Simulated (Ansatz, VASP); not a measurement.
Two plane-wave programs on Hf2Pd2Se2Br2O3

```xyz
11
Lattice="7.5357 -1.6982 -1.1679 7.5357 1.6982 -1.1679 -2.0109 0.0000 12.9640" Properties=species:S:1:pos:R:3 pbc="T T T"
Hf   14.1211    0.0000   -1.4111
Hf    8.5683    0.0000    2.2539
Pd    1.6760    0.0000    6.1884
Pd    3.3718    0.0000    8.8790
Se   12.2002    0.0000    8.8088
Se   10.7227    0.0000    5.7778
Br    8.7478    0.0000   -0.7838
Br    3.1321    0.0000    3.1396
O     8.1507    0.0000    4.0669
O     5.6638    0.0000    0.0461
O     0.0205    0.0000    2.8017
```

Change from the starting cell: volume scaled by 0.98.

Alike in both runs: task single point; functional PBE; k mesh 8 × 8 × 2; occupations fermi-dirac, width 0.05 eV; no spin polarisation.

```csv
,VASP,Ansatz
version,VASP 6.6.1,Ansatz 0.2.0
potentials or method,"VASP PAW PBE potentials, release 64 (Hf_pv, Pd, Se, Br, O)",Ansatz PAW
plane-wave cutoff (eV),520,420
valence electrons in the cell,84,152
```

```csv
,VASP,Ansatz,Ansatz less VASP
gap on the k mesh at the Fermi level (eV),0.85,0.86,+0.012
least direct gap on the mesh (eV),0.89,0.90,+0.011
pressure (GPa),1.0,1.4,+0.37
largest component of the traceless stress (GPa),0.37,0.46,+0.089
rms of the force components (eV/Å),0.101,0.130,+0.0293
```

Atom by atom the forces differ by 0.048 eV/Å (rms over components). The functional is the same, so the differences come from potentials, cutoffs and numerics. The two sets of potentials don't hold the same shells in valence.

Caveats: spin-orbit coupling is left out, which moves the levels of the heavy elements. A k mesh can miss the band edges.
